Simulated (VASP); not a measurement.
Wanted: the native input for a VASP 6.6.1 run.

| Item | Value |
| --- | --- |
| Task | single point |
| Functional | PBEsol |
| Potentials or basis | VASP PAW PBE potentials, release 64 (Lu) |
| Cutoff | 700 eV |
| k mesh | 15 × 15 × 8 |
| Occupations | gaussian, width 0.1 eV |
| Spin | no spin polarisation |
| Further INCAR settings | ALGO = Normal; EDIFF = 1e-06 |

The structure of Lu lies in POSCAR:

```
Lu
1.0
    3.4495800000      0.0000000000      0.0000000000
   -1.7247900000      2.9874300000      0.0000000000
    0.0000000000      0.0000000000      5.3562400000
Lu
2
Direct
    0.3333300000      0.6666700000      0.2500000000
    0.6666700000      0.3333300000      0.7500000000
```

These files were run (other wordings do the same):

INCAR

```
SYSTEM = Lu
PREC = Accurate
ENCUT = 700
EDIFF = 1E-6
ISMEAR = 0
SIGMA = 0.1
LREAL = .False.
LASPH = .True.
NELM = 60
ALGO = Normal
ISIF = 2
LWAVE = .False.
LCHARG = .False.
GGA = PS
```

KPOINTS

```
regular mesh
0
Gamma
  15 15 8
  0 0 0
```

Potentials or basis: VASP PAW PBE potentials, release 64 (Lu).

Command:

```sh
$ cat potpaw_PBE.64/Lu/POTCAR > POTCAR
$ mpirun -np 1 vasp_std > vasp.out
```

Results of the run:

| Item | Value |
| --- | --- |
| Pressure | -0.1 GPa |
| Band gap on the k mesh | none (metal or under the smearing width) |

Caveat: the PAW data sets were made with another functional, which shifts forces and pressure a little.

It took 5.8 min on 1 thread of Intel(R) Xeon(R) 6975P-C (Granite Rapids), on a shared host, peak memory 0.74 GiB.
